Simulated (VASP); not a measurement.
A convergence study with VASP on MoS2 (2H layered): one setting is varied, all else stays as given below, so the limit is that of these other settings.

```yaml
crystal:
  lattice:
    - [1.58000, -2.73664, 0.00000]
    - [1.58000, 2.73664, 0.00000]
    - [0.00000, 0.00000, 12.30000]
  atoms:
    - { symbol: Mo, position: [0.33333, 0.66667, 0.25000] }
    - { symbol: Mo, position: [0.66667, 0.33333, 0.75000] }
    - { symbol: S, position: [0.33333, 0.66667, 0.87900] }
    - { symbol: S, position: [0.66667, 0.33333, 0.37900] }
    - { symbol: S, position: [0.66667, 0.33333, 0.12100] }
    - { symbol: S, position: [0.33333, 0.66667, 0.62100] }
```

The numbers are results of PBE GGA, VASP's PBE PAW potentials (set 64) (plane waves; VASP), not measurements. The tightest run used: 550 eV cut-off, 17×17×4 Γ-centred mesh, Gaussian smearing of 0.050 eV, potentials Mo_sv S.

### Question
The settings run are 1×1×1 mesh; 2×2×1 mesh; 3×3×1 mesh; 5×5×1 mesh; 6×6×1 mesh; 7×7×2 mesh; 8×8×2 mesh; 10×10×2 mesh; 11×11×2 mesh; 12×12×3 mesh; 13×13×3 mesh; 14×14×3 mesh; 16×16×4 mesh; 17×17×4 mesh. From which on does the energy per atom stay within 0.001 eV/atom of the tightest run?

### Answer
From 7×7×2 mesh on: it is off by 0.0001 there and by no more than 0.001 in any finer run, while 6×6×1 mesh is off by 0.0053.
| setting | E (eV/atom) | pressure (GPa) | largest force (eV/Å) | irreducible k-points | difference judged (eV/atom) |
|---|---|---|---|---|---|
| 1×1×1 mesh | -4.3164 | 24.44 | 4.667 | 1 | 2.9472 |
| 2×2×1 mesh | -6.9809 | 3.25 | 0.081 | 2 | 0.2827 |
| 3×3×1 mesh | -7.2564 | 0.89 | 0.665 | 3 | 0.0072 |
| 5×5×1 mesh | -7.2585 | 0.86 | 0.454 | 5 | 0.0052 |
| 6×6×1 mesh | -7.2583 | 0.86 | 0.458 | 7 | 0.0053 |
| 7×7×2 mesh | -7.2638 | 0.70 | 0.434 | 16 | 0.0001 |
| 8×8×2 mesh | -7.2635 | 0.71 | 0.434 | 20 | 0.0001 |
| 10×10×2 mesh | -7.2636 | 0.71 | 0.434 | 28 | 0.0000 |
| 11×11×2 mesh | -7.2636 | 0.71 | 0.434 | 32 | 0.0000 |
| 12×12×3 mesh | -7.2636 | 0.71 | 0.434 | 38 | 0.0000 |
| 13×13×3 mesh | -7.2636 | 0.71 | 0.434 | 42 | 0.0000 |
| 14×14×3 mesh | -7.2636 | 0.71 | 0.434 | 48 | 0.0000 |
| 16×16×4 mesh | -7.2636 | 0.71 | 0.434 | 90 | 0.0000 |
| 17×17×4 mesh | -7.2636 | 0.71 | 0.434 | 99 | 0.0000 |

Left out are rungs that failed or repeat a setting and relaxations that didn't move; long series are thinned to 24 rows.

The compound is MoS2 in the 2H layered structure. The cell was not relaxed at this level, forces remain on its atoms.
